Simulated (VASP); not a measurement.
Crystal: TiSnS4.

```
Ti Sn S
1.0
     3.80799    0.00000    0.00000
     0.00000    5.13372    0.00000
     0.00000    0.00000    7.02549
Ti Sn S
1 1 4
Cartesian
  0.0000 2.5669 3.5127
  1.9040 2.5669 0.0000
  1.9040 1.2603 3.5127
  1.9040 3.8734 3.5127
  0.0000 0.0000 6.1205
  0.0000 0.0000 0.9050
```

The cell was built by a generator and needn't be a form met in nature.

```yaml
Program: VASP 6.6.1
Task: relaxation of cell and atoms
Functional: PBE
Potentials_or_basis: VASP PAW PBE potentials, release 64 (Ti_sv, Sn_d, S)
Cutoff: 520 eV
k_mesh: 4 × 3 × 2
Occupations: gaussian, width 0.15 eV
Spin: no spin polarisation
```

At the start: pressure 5.3 GPa; volume 22.89 Å³/atom.

Q: How do energy, volume and symmetry change on relaxing?

A: Over 20 steps the energy falls by 202.6 meV/atom and the volume is 25.16 Å³/atom (+9.9 %); space group Pmmm (No. 47, to 0.05 Å).

The path:
| step | energy change (eV) | largest force (eV/Å) | pressure (GPa) | volume (Å³) |
| --- | --- | --- | --- | --- |
| 1 | 0.0000 | 6.2111 | 5.33 | 137.34 |
| 2 | 0.2610 | 2.2460 | -5.63 | 152.66 |
| 3 | -0.6860 | 0.8860 | -1.61 | 142.87 |
| 4 | -0.6978 | 0.9215 | -1.23 | 142.39 |
| 5 | -0.7030 | 0.9745 | -0.77 | 141.77 |
| 6 | -0.8023 | 0.4986 | -0.46 | 140.06 |
| 7 | -0.8813 | 0.3132 | 0.11 | 137.03 |
| 8 | -0.9540 | 0.3890 | 1.28 | 136.47 |
| 9 | -0.9938 | 0.6200 | 4.22 | 134.87 |
| 10 | -1.0075 | 0.3652 | 3.05 | 135.51 |
| 11 | -1.0308 | 0.3310 | 3.07 | 136.08 |
| 12 | -1.0826 | 0.2519 | 2.92 | 137.73 |
| 13 | -1.1042 | 0.1616 | 3.22 | 140.80 |
| 14 | -1.1490 | 0.3204 | 2.06 | 143.32 |
| 15 | -1.1767 | 0.7537 | 0.16 | 147.75 |
| 16 | -1.1932 | 0.5845 | 0.07 | 148.60 |
| 17 | -1.2143 | 0.0595 | -0.09 | 151.18 |
| 18 | -1.2145 | 0.0374 | -0.13 | 151.32 |
| 19 | -1.2146 | 0.0554 | -0.17 | 151.25 |
| 20 | -1.2155 | 0.0213 | 0.03 | 150.93 |

Final structure:
```yaml
crystal:
  lattice:
    - [3.33163, 0.00000, 0.00000]
    - [0.00000, 5.57538, 0.00000]
    - [0.00000, 0.00000, 8.12545]
  atoms:
    - { symbol: Ti, position: [0.00000, 0.50000, 0.50000] }
    - { symbol: Sn, position: [0.50000, 0.50000, 0.00000] }
    - { symbol: S, position: [0.50000, 0.21965, 0.50000] }
    - { symbol: S, position: [0.50000, 0.78035, 0.50000] }
    - { symbol: S, position: [0.00000, 0.00000, 0.87587] }
    - { symbol: S, position: [0.00000, 0.00000, 0.12413] }
```

Caveat: the k mesh is coarse (spacing up to 0.45 Å⁻¹), so the values aren't converged; this functional lacks dispersion, which binds the layers, so the pressure and a relaxed spacing across them are unreliable.
